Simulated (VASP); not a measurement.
## GW on GaAs

How does the gap of GaAs change from the starting functional to GW? The cell is of the zinc-blende type, one of the forms listed for this formula. The start is a cell from a database of measured crystal structures.

Method: r2SCAN; plane waves and PAW (As_GW, Ga_d_GW), in the first sound run; inputs show where later runs differ, in VASP 6.6.1.

The experiments to compare with:

“Evidence of valence band perturbations in GaAsN/GaAs(001): A combined variable-angle spectroscopic ellipsometry and modulated photoreflectance investigation” (2008, arxiv:0805.2212) reports for GaAs, zincblende, by modulated photoreflectance, low-field lineshape fit (semi-insulating GaAs(001) reference substrate, 300 K): band gap (direct gap E0 at Gamma from PR) 1.418 ± 0.005 eV.

## Step 1: The structure

Symmetry: F-43m, No. 216, cubic system. Conventional cell: a = 5.654 Å, b = 5.654 Å, c = 5.654 Å, α = 90.00°, β = 90.00°, γ = 90.00°. As has 4 Ga at 2.45 Å nearest. Nearest to Ga lie 4 As at 2.45 Å. Farther neighbours are not listed.

Structure file:

```xyz
2
Lattice="0.0000 2.8268 2.8268 2.8268 0.0000 2.8268 2.8268 2.8268 0.0000" Properties=species:S:1:pos:R:3 pbc="T T T"
As    4.2403    4.2403    4.2403
Ga    0.0000    0.0000    0.0000
```

## Step 2: Ground state

The orbitals come from a self-consistent r2SCAN run with a tight EDIFF and a narrow smearing. KPOINTS_OPT adds the bands along a path, which shows whether the mesh holds the band edges.

Input file INCAR:

```
SYSTEM = GaAs
PREC = Accurate
ENCUT = 430
EDIFF = 1E-08
NELM = 100
ISMEAR = 0
SIGMA = 0.01
LREAL = .FALSE.
ALGO = Normal
METAGGA = R2SCAN
LASPH = .TRUE.
NBANDS = 15
LORBIT = 11
LWAVE = .TRUE.
LCHARG = .FALSE.
KPAR = 8
```

Input file POSCAR:

```
GaAs
1.0
    0.0000000000      2.8268500000      2.8268500000
    2.8268500000      0.0000000000      2.8268500000
    2.8268500000      2.8268500000      0.0000000000
As Ga
1 1
Direct
    0.7500000000      0.7500000000      0.7500000000
    0.0000000000      0.0000000000      0.0000000000
```

Input file KPOINTS:

```
Automatic mesh
0
Gamma
4 4 4
0 0 0
```

Input file KPOINTS_OPT:

```
Line mode
12
Line-mode
Reciprocal
  0.00000000   0.00000000   0.00000000 GAMMA
  0.50000000   0.00000000   0.50000000 X

  0.50000000   0.00000000   0.50000000 X
  0.50000000   0.25000000   0.75000000 W

  0.50000000   0.25000000   0.75000000 W
  0.37500000   0.37500000   0.75000000 K

  0.37500000   0.37500000   0.75000000 K
  0.00000000   0.00000000   0.00000000 GAMMA

  0.00000000   0.00000000   0.00000000 GAMMA
  0.50000000   0.50000000   0.50000000 L

  0.50000000   0.50000000   0.50000000 L
  0.62500000   0.25000000   0.62500000 U

  0.62500000   0.25000000   0.62500000 U
  0.50000000   0.25000000   0.75000000 W

  0.50000000   0.25000000   0.75000000 W
  0.50000000   0.50000000   0.50000000 L

  0.50000000   0.50000000   0.50000000 L
  0.37500000   0.37500000   0.75000000 K

  0.62500000   0.25000000   0.62500000 U
  0.50000000   0.00000000   0.50000000 X
```

PAW data sets: As_GW and Ga_d_GW (PBE family, release 64).

Command:

```sh
mpirun -np 8 vasp_std
```

Output:

```text
[banner, memory and clock lines left out]
running    8 mpi-ranks, on    1 nodes
 distrk:  each k-point on    1 cores,    8 groups
 distr:  one band on    1 cores,    1 groups

 POSCAR found type information on POSCAR AsGa
 POSCAR found :  2 types and       2 ions
|                                                                             |
|           W    W    AA    RRRRR   N    N  II  N    N   GGGG   !!!           |
|           W    W   A  A   R    R  NN   N  II  NN   N  G    G  !!!           |
|           W    W  A    A  R    R  N N  N  II  N N  N  G       !!!           |
|           W WW W  AAAAAA  RRRRR   N  N N  II  N  N N  G  GGG   !            |
|           WW  WW  A    A  R   R   N   NN  II  N   NN  G    G                |
|           W    W  A    A  R    R  N    N  II  N    N   GGGG   !!!           |
|                                                                             |
|     For optimal performance we recommend to set                             |
|       NCORE = 2 up to number-of-cores-per-socket                            |
|     NCORE specifies how many cores store one orbital (NPAR=cpu/NCORE).      |
|     This setting can greatly improve the performance of VASP for DFT.       |
|     The default, NCORE=1 might be grossly inefficient on modern             |
|     multi-core architectures or massively parallel machines. Do your        |
|     Unfortunately you need to use the default for GW and RPA                |
|     calculations (for HF NCORE is supported but not extensively tested      |
|     yet).                                                                   |
|                                                                             |

|                                                                             |
|               ----> ADVICE to this user running VASP <----                  |
|                                                                             |
|     You enforced a specific xc type in the INCAR file but a different       |
|     [... a line on the potential file left out ...]
|     I HOPE YOU KNOW WHAT YOU ARE DOING!                                     |
|                                                                             |

 LDA part: xc-table for (None), standard interpolation
 POSCAR, INCAR and KPOINTS ok, starting setup
 FFT: planning ... GRIDC
 FFT: planning ... GRID_SOFT
 FFT: planning ... GRID
 WAVECAR not read
 entering main loop
       N       E                     dE             d eps       ncg     rms          rms(c)
DAV:   1     0.934910750725E+02    0.93491E+02   -0.99956E+03   264   0.132E+03
DAV:   2    -0.227165185271E+02   -0.11621E+03   -0.11107E+03   268   0.300E+02
DAV:   3    -0.290956055069E+02   -0.63791E+01   -0.63444E+01   310   0.702E+01
DAV:   4    -0.293447734387E+02   -0.24917E+00   -0.24909E+00   366   0.150E+01
DAV:   5    -0.293467978121E+02   -0.20244E-02   -0.20244E-02   296   0.113E+00    0.433E+00
DAV:   6    -0.269469436790E+02    0.23999E+01   -0.89211E-01   310   0.234E+01    0.261E+00
DAV:   7    -0.269217549622E+02    0.25189E-01   -0.26390E-01   317   0.102E+01    0.927E-01
DAV:   8    -0.269236200918E+02   -0.18651E-02   -0.16967E-02   374   0.217E+00    0.309E-01
DAV:   9    -0.269234936304E+02    0.12646E-03   -0.12609E-02   331   0.262E+00    0.782E-02
DAV:  10    -0.269231962244E+02    0.29741E-03   -0.21109E-03   324   0.116E+00    0.173E-02
DAV:  11    -0.269232224442E+02   -0.26220E-04   -0.97734E-05   365   0.154E-01    0.148E-02
DAV:  12    -0.269232037322E+02    0.18712E-04   -0.84772E-05   324   0.232E-01    0.329E-03
DAV:  13    -0.269232049766E+02   -0.12444E-05   -0.46565E-06   317   0.568E-02    0.524E-04
DAV:  14    -0.269232048993E+02    0.77378E-07   -0.91269E-08   365   0.513E-03    0.265E-04
DAV:  15    -0.269232047805E+02    0.11881E-06   -0.24130E-08   268   0.387E-03    0.728E-05
DAV:  16    -0.269232047458E+02    0.34654E-07   -0.14147E-09   197   0.525E-04    0.153E-05
DAV:  17    -0.269232047403E+02    0.55252E-08   -0.51100E-10   169   0.496E-04
   1 F= -.26923205E+02 E0= -.26923205E+02  d E =-.722026E-34
 Start KPOINTS_OPT (optional k-point list driver)
k-point batch [1-8\120]
       N       E                     dE             ncg
DAV:   1     0.182842894125E+03   -0.15929E+04      240
DAV:   2    -0.899824557062E+03   -0.10827E+04      240
DAV:   3    -0.968704319774E+03   -0.68880E+02      345
DAV:   4    -0.970572767289E+03   -0.18684E+01      271
DAV:   5    -0.970663274262E+03   -0.90507E-01      400
DAV:   6    -0.970664795082E+03   -0.15208E-02      313
DAV:   7    -0.970664821200E+03   -0.26118E-04      392
DAV:   8    -0.970664821599E+03   -0.39934E-06      306
DAV:   9    -0.970664821605E+03   -0.55450E-08      328
[...]
k-point batch [113-120\120]
       N       E                     dE             ncg
DAV:   1    -0.604709905573E+02   -0.49553E+04      264
DAV:   2    -0.101561577948E+04   -0.95514E+03      254
DAV:   3    -0.106690873223E+04   -0.51293E+02      345
DAV:   4    -0.106873104697E+04   -0.18223E+01      325
DAV:   5    -0.106874727278E+04   -0.16226E-01      338
DAV:   6    -0.106874774433E+04   -0.47155E-03      332
DAV:   7    -0.106874774781E+04   -0.34855E-05      345
DAV:   8    -0.106874774790E+04   -0.85850E-07      360
DAV:   9    -0.106874774790E+04   -0.60868E-09      274
 writing wavefunctions
```

It took 20 s on 8 MPI ranks of Intel Xeon 6975P-C (Granite Rapids), shared host; peak memory 1.2 GiB.

Lines that name or quote the potential files are left out of all logs, and their timing lines are given in words.

Parts of OUTCAR (step 2):

```text
ion  position               nearest neighbor table
   1  0.750  0.750  0.750-   2 2.45   2 2.45   2 2.45   2 2.45
   2  0.000  0.000  0.000-   1 2.45   1 2.45   1 2.45   1 2.45

  LATTYP: Found a face centered cubic cell.
 ALAT       =     5.6537000000

 Subroutine GETGRP returns: Found 24 space group operations
 (whereof 24 operations were pure point group operations)

The static configuration has the point symmetry T_d .

 Found      8 irreducible k-points:

   k-points           NKPTS =      8   k-points in BZ     NKDIM =      8   number of bands    NBANDS=     15

   dimension x,y,z NGX =    28 NGY =   28 NGZ =   28
   dimension x,y,z NGXF=    56 NGYF=   56 NGZF=   56

   ENCUT  =  430.0 eV  31.60 Ry    5.62 a.u.   6.76  6.76  6.76*2*pi/ulx,y,z

   NELECT =      18.0000    total number of electrons

 k-points in reciprocal lattice and weights: Automatic mesh
   0.00000000  0.00000000  0.00000000       0.016
   0.25000000  0.00000000  0.00000000       0.125
   0.50000000  0.00000000  0.00000000       0.062
   0.25000000  0.25000000  0.00000000       0.094
   0.50000000  0.25000000  0.00000000       0.375
  -0.25000000  0.25000000  0.00000000       0.188
   0.50000000  0.50000000  0.00000000       0.047
  -0.25000000  0.50000000  0.25000000       0.094

 average (electrostatic) potential at core
       1 -54.9044       2 -71.3250

 E-fermi :   3.7234

 k-point     1 :       0.0000    0.0000    0.0000
  band No.  band energies     occupation
    ...
      5     -11.5414      2.00000
      6      -9.5658      2.00000
      7       3.6395      2.00000
      8       3.6396      2.00000
      9       3.6396      2.00000
     10       4.6219      0.00000
     11       7.6581      0.00000
     12       7.6583      0.00000
     13       7.6583      0.00000
     14      11.8456      0.00000
    ...

 k-point     2 :       0.2500    0.0000    0.0000
  band No.  band energies     occupation
    ...
      5     -11.5407      2.00000
      6      -8.8376      2.00000
      7      -0.5617      2.00000
      8       2.9352      2.00000
      9       2.9353      2.00000
     10       5.4439      0.00000
     11       8.5623      0.00000
     12       8.5624      0.00000
     13      10.0747      0.00000
     14      13.1613      0.00000
    ...

 k-point     3 :       0.5000    0.0000    0.0000
  band No.  band energies     occupation
    ...
      5     -11.5369      2.00000
      6      -7.7127      2.00000
      7      -3.1874      2.00000
      8       2.4495      2.00000
      9       2.4496      2.00000
     10       4.9825      0.00000
     11       8.6039      0.00000
     12       8.6039      0.00000
     13      11.8958      0.00000
     14      14.7624      0.00000
    ...

  Total        0.1664960      0.1664960      0.1664960      0.0000000      0.0000000      0.0000000
  in kB        5.9044046      5.9044046      5.9044046      0.0000000      0.0000000      0.0000000
  external PRESSURE =       5.9044046 kB  Pullay stress =       0.0000000 kB

  energy-cutoff  :      430.00
  volume of cell :       45.18
      direct lattice vectors                 reciprocal lattice vectors
     0.000000000  2.826850000  2.826850000    -0.176875321  0.176875321  0.176875321
     2.826850000  0.000000000  2.826850000     0.176875321 -0.176875321  0.176875321
     2.826850000  2.826850000  0.000000000     0.176875321  0.176875321 -0.176875321

 POSITION                                       TOTAL-FORCE (eV/Angst)
 -----------------------------------------------------------------------------------
      4.24027      4.24027      4.24027         0.000000      0.000000      0.000000
      0.00000      0.00000      0.00000        -0.000000     -0.000000     -0.000000
 -----------------------------------------------------------------------------------
    total drift:                               -0.000329     -0.000329     -0.000321

  FREE ENERGIE OF THE ION-ELECTRON SYSTEM (eV)
  ---------------------------------------------------
  free  energy   TOTEN  =       -26.9232047403 eV

  energy  without entropy=      -26.9232047403  energy(sigma->0) =      -26.92320474

 total charge
# of ion       s       p       d       tot
------------------------------------------
    1        1.164   1.635   0.031   2.830
    2        0.832   0.810   9.950  11.592
--------------------------------------------------
tot          1.996   2.445   9.981  14.422

[... 3 further parts left out ...]
```

The PAW data sets were made with PBE, which is usual practice but a small mismatch for other functionals.

This step gave:

- free energy (TOTEN): -26.92 eV
- Fermi energy: 3.723 eV
- pressure: 0.5904 GPa
- least gap on mesh and path: 0.9823 eV
- least direct gap on mesh and path: 0.9823 eV

The highest empty bands on the path are converged less tightly, to about 0.1 eV. The electronic bands at the labelled points (eV, zero at the valence-band top; v1 is the highest filled band, c1 the lowest empty one):

| point | v3 | v2 | v1 | c1 | c2 | c3 | c4 |
| --- | --- | --- | --- | --- | --- | --- | --- |
| Γ | 0.00 | 0.00 | 0.00 | 0.98 | 4.02 | 4.02 | 4.02 |
| 0.45 of the way | -3.73 | -1.57 | -1.57 | 2.40 | 3.72 | 6.64 | 6.64 |
| X | -7.00 | -2.79 | -2.79 | 1.73 | 1.93 | 10.85 | 10.85 |
| 0.45 of the way | -6.92 | -3.19 | -3.10 | 2.67 | 2.89 | 8.99 | 9.16 |
| W | -6.81 | -3.65 | -3.45 | 5.01 | 5.04 | 5.88 | 6.45 |
| 0.45 of the way | -6.80 | -3.86 | -2.95 | 3.42 | 5.08 | 6.96 | 7.39 |
| K | -6.81 | -3.98 | -2.35 | 2.25 | 5.00 | 8.52 | 8.57 |
| 0.45 of the way | -4.98 | -2.80 | -0.85 | 3.10 | 5.36 | 5.41 | 6.04 |
| Γ | 0.00 | 0.00 | 0.00 | 0.98 | 4.02 | 4.02 | 4.02 |
| 0.45 of the way | -3.81 | -0.62 | -0.62 | 1.87 | 4.85 | 4.85 | 6.05 |
| L | -6.83 | -1.19 | -1.19 | 1.34 | 4.96 | 4.96 | 8.26 |
| 0.45 of the way | -6.70 | -2.89 | -1.62 | 2.67 | 4.91 | 6.04 | 8.26 |
| U | -6.81 | -3.98 | -2.35 | 2.25 | 5.00 | 8.52 | 8.57 |
| 0.45 of the way | -6.80 | -3.90 | -2.80 | 3.10 | 5.06 | 7.26 | 7.65 |
| W | -6.81 | -3.65 | -3.45 | 5.01 | 5.04 | 5.88 | 6.45 |
| 0.45 of the way | -6.65 | -3.47 | -2.15 | 3.54 | 4.54 | 6.88 | 8.23 |
| L | -6.83 | -1.19 | -1.19 | 1.34 | 4.96 | 4.96 | 8.26 |
| 0.55 of the way | -6.67 | -3.27 | -1.76 | 2.71 | 5.24 | 6.45 | 7.87 |
| K | -6.81 | -3.98 | -2.35 | 2.25 | 5.00 | 8.52 | 8.57 |
| jump to U | -6.81 | -3.98 | -2.35 | 2.25 | 5.00 | 8.52 | 8.57 |
| 0.55 of the way | -6.96 | -3.24 | -2.69 | 1.90 | 2.70 | 9.96 | 10.14 |
| X | -7.00 | -2.79 | -2.79 | 1.73 | 1.93 | 10.85 | 10.85 |

Of the projections kept (As, Ga), the largest for each band there; the rest of the weight can lie on other orbitals:

| point | v3 | v2 | v1 | c1 | c2 | c3 | c4 |
| --- | --- | --- | --- | --- | --- | --- | --- |
| Γ | As 0.74 | As 0.74 | As 0.74 | Ga 0.52 | Ga 0.79 | Ga 0.79 | Ga 0.79 |
| X | Ga 0.74 | As 0.61 | As 0.61 | Ga 0.62 | Ga 0.62 | Ga 0.56 | Ga 0.56 |
| W | Ga 0.76 | As 0.63 | As 0.56 | As 0.56 | As 0.74 | Ga 0.70 | Ga 0.74 |
| K | Ga 0.73 | As 0.59 | As 0.62 | Ga 0.62 | As 0.55 | Ga 0.58 | Ga 0.55 |
| Γ | As 0.74 | As 0.74 | As 0.74 | Ga 0.52 | Ga 0.79 | Ga 0.79 | Ga 0.79 |
| L | Ga 0.62 | As 0.66 | As 0.66 | Ga 0.61 | Ga 0.67 | Ga 0.67 | As 0.58 |

The electronic bands as a text plot (rows in eV, shown from -7.0 to 4.0 only):

```
    3.8 |++ +       +             +                 +
    3.3 |  + +      +  +                             +
    2.9 |  ++ ++          +++++             ++  +     +    +   +
    2.4 | +     +  +    ++     +              ++          + ++
    2.0 |    +++ ++             +  ++++    +           + +    +++
    1.5 |+      +                +     ++++             +
    1.0 |                         +
    0.6 |
    0.1 |*                      ***
   -0.3 |**                    *** ***
   -0.8 |  *                 *** *    **
   -1.3 | * *              **      *    ****           ****
   -1.7 |    *            *     *           **       *** * *
   -2.2 |  *  *          *    *     *      *  **            **
   -2.6 |      ****     *    * *                *   * *   *   ***
   -3.1 |   *      **  *    *        *      *    * * *     *   **
   -3.6 |           ***    *                 *   ** *
   -4.0 |              ****                   ***  *        ***
   -4.5 |    *                *       *
   -4.9 |                    *
   -5.4 |     *             *          *
   -5.9 |      *           *
   -6.3 |       *         *             *
   -6.8 |        *********               ************************
         Γ       X    W  K        Γ      L     U  W     L   K|U X
```

The cell has a gap of 0.982 eV on mesh and path. Spin-orbit coupling is left out, which can shift or reorder these edges.

## Step 3: Empty bands

The next step needs empty bands that the ground-state run didn't converge, so the Hamiltonian is diagonalised exactly for NBANDS bands, in a single step. LOPTICS writes the k-derivatives of the orbitals (WAVEDER), which give the long-wavelength limit of the screening.

Input file INCAR:

```
SYSTEM = GaAs
PREC = Accurate
ENCUT = 430
ISMEAR = 0
SIGMA = 0.01
LREAL = .FALSE.
METAGGA = R2SCAN
LASPH = .TRUE.
NBANDS = 48
ALGO = Exact
NELM = 1
LWAVE = .TRUE.
LCHARG = .FALSE.
LOPTICS = .TRUE.
NEDOS = 1000
CSHIFT = 0.1
```

POSCAR is that of step 2.

KPOINTS is that of step 2.

Command:

```sh
mpirun -np 8 vasp_std
```

Output:

```text
[banner, memory and clock lines left out]
running    8 mpi-ranks, on    1 nodes
 distrk:  each k-point on    8 cores,    1 groups
 distr:  one band on    1 cores,    8 groups

 POSCAR found type information on POSCAR AsGa
 POSCAR found :  2 types and       2 ions
 [... a notice as in an earlier step ...]

 [... a notice as in an earlier step ...]

 LDA part: xc-table for (None), standard interpolation
 found WAVECAR, reading the header
  number of bands has changed, file:    15 present:    48
  trying to continue reading WAVECAR, but it might fail
 POSCAR, INCAR and KPOINTS ok, starting setup
 FFT: planning ... GRIDC
 FFT: planning ... GRID_SOFT
 FFT: planning ... GRID
 reading WAVECAR
 random initialization beyond band           15
 the WAVECAR file was read successfully
 initial charge from wavefunction
 entering main loop
       N       E                     dE             d eps       ncg     rms          rms(c)
DIA:   1    -0.269232047457E+02   -0.26923E+02    0.00000E+00     0   0.000E+00
   1 F= -.26923205E+02 E0= -.26923205E+02  d E =-.299465E-13
 writing wavefunctions
 optical routines
 imaginary and real dielectric function
 direction            1
 direction            2
 direction            3
```

Elapsed: 6 s, on 8 MPI ranks; peak memory 1.1 GiB; 42 s of CPU time.

OUTCAR, selected parts (step 3):

```text
The static configuration has the point symmetry T_d .

 Found      8 irreducible k-points:

   k-points           NKPTS =      8   k-points in BZ     NKDIM =      8   number of bands    NBANDS=     48

   NELECT =      18.0000    total number of electrons

 E-fermi :   3.6874

 k-point     6 :      -0.2500    0.2500    0.0000
  band No.  band energies     occupation
    ...
      5     -11.5407      2.00000
      6      -7.8434      2.00000
      7      -2.1303      2.00000
      8       0.1775      2.00000
      9       2.3705      2.00000
     10       6.7081      0.00000
     11       9.6740      0.00000
     12       9.6796      0.00000
     13       9.9304      0.00000
     14      12.5031      0.00000
    ...

  Total        0.1655182      0.1655182      0.1655182      0.0000000      0.0000000     -0.0000000
  in kB        5.8697300      5.8697300      5.8697300      0.0000000      0.0000000     -0.0000000
  external PRESSURE =       5.8697300 kB  Pullay stress =       0.0000000 kB

 POSITION                                       TOTAL-FORCE (eV/Angst)
 -----------------------------------------------------------------------------------
      4.24027      4.24027      4.24027        -0.000000     -0.000000      0.000000
      0.00000      0.00000      0.00000         0.000000      0.000000     -0.000000
 -----------------------------------------------------------------------------------
    total drift:                               -0.000329     -0.000329     -0.000321

  FREE ENERGIE OF THE ION-ELECTRON SYSTEM (eV)
  ---------------------------------------------------
  free  energy   TOTEN  =       -26.9232047457 eV

  energy  without entropy=      -26.9232047457  energy(sigma->0) =      -26.92320475

 plasma frequency squared (from intraband transitions) (eV^2)
  --------------------------------------------------------------------------------------
       0.000       0.000       0.000
       0.000       0.000       0.000
       0.000       0.000       0.000

[... 12 parts as in an earlier step ...]

[... 1 further part left out ...]
```

The gap is read on the k-mesh alone, so it is an upper bound where the band edges lie off the mesh.

A gap read on the k-mesh alone can miss the band edges.

Numbers from this step:

| Item | Value |
| --- | --- |
| gap on the k-mesh | 0.9823 eV |
| least direct gap on the k-mesh | 0.9823 eV |

WAVECAR now holds 48 bands for 18 electrons. Its independent-particle dielectric tensor has xx, yy, zz = 37.6, 37.6, 37.6 on this mesh, which isn't tested for convergence in mesh or bands and lacks local fields. A value this large is set by the few k points at the smallest gap, and it enters the screening of any GW step.

(Part 1 of 4 ends here.)

[Lines on the potential files, build, host, timing and source positions are cut from VASP's logs without a mark.]

[Logs are printed without paths, hosts, clocks, repeated set-up lines and the standing remarks that a program may print on its own settings, such as how far it seeks lower states.]

[Hosts, paths, dates, database ids (printed as entryN), source tags and the programs' standing remarks are cut or masked in the printed files.]

[Pressures printed for these runs are not shown converged in the cutoff: they can be off by several GPa and have the wrong sign.]
